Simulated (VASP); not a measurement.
Crystal: ZnCd2SeS2.

```
CELL_PARAMETERS angstrom
-1.97800 5.93500 2.79750
1.97800 -5.93500 2.79750
1.97800 5.93500 -2.79750
ATOMIC_POSITIONS crystal
Zn 0.00000 0.00000 0.00000
Cd 0.33333 0.00000 0.33333
Cd 0.66667 0.00000 0.66667
Se 0.25000 0.75000 0.50000
S 0.58333 0.75000 0.83333
S 0.91667 0.75000 0.16667
```

The cell was built by a generator and needn't be a form met in nature.

* Program: VASP 6.6.1
* Task: relaxation of cell and atoms
* Functional: PBE
* Potentials or basis: VASP PAW PBE potentials, release 64 (Zn, Cd, Se, S)
* Cutoff: 520 eV
* k mesh: 4 × 4 × 4
* Occupations: gaussian, width 0.15 eV
* Spin: no spin polarisation

At the start: pressure 12.0 GPa; volume 21.89 Å³/atom.

Task: Where does the relaxation end?

Result: Over 7 steps the energy falls by 168.8 meV/atom and the volume is 25.23 Å³/atom (+15.3 %); space group Imm2 (No. 44, to 0.05 Å).

The path:
| step | energy change (eV) | largest force (eV/Å) | pressure (GPa) | volume (Å³) |
| --- | --- | --- | --- | --- |
| 1 | 0.0000 | 2.1452 | 11.98 | 131.36 |
| 2 | -0.7862 | 0.3766 | -3.31 | 165.02 |
| 3 | -0.9132 | 0.6309 | -0.73 | 154.27 |
| 4 | -0.9757 | 0.4288 | -0.37 | 152.66 |
| 5 | -1.0071 | 0.1332 | 0.28 | 149.80 |
| 6 | -1.0105 | 0.1008 | 0.26 | 150.48 |
| 7 | -1.0130 | 0.0547 | -0.15 | 151.41 |

Final structure:
```cif
data_structure
_symmetry_space_group_name_H-M 'P 1'
_symmetry_Int_Tables_number 1
_cell_length_a 7.1706
_cell_length_b 7.1706
_cell_length_c 7.1706
_cell_angle_alpha 146.303
_cell_angle_beta 60.222
_cell_angle_gamma 131.656
_cell_volume 151.41
loop_
_atom_site_label
_atom_site_type_symbol
_atom_site_fract_x
_atom_site_fract_y
_atom_site_fract_z
_atom_site_occupancy
Zn1 Zn 0.98684 0.98684 0.00000 1
Cd1 Cd 0.33627 0.00644 0.32984 1
Cd2 Cd 0.67660 0.00644 0.67016 1
Se1 Se 0.22429 0.72429 0.50000 1
S1 S 0.60472 0.76300 0.84172 1
S2 S 0.92127 0.76300 0.15828 1
```

Caveat: the k mesh is coarse (spacing up to 0.49 Å⁻¹), so the values aren't converged; the volume moved by over 15 % at a fixed basis, so the end points are rough.
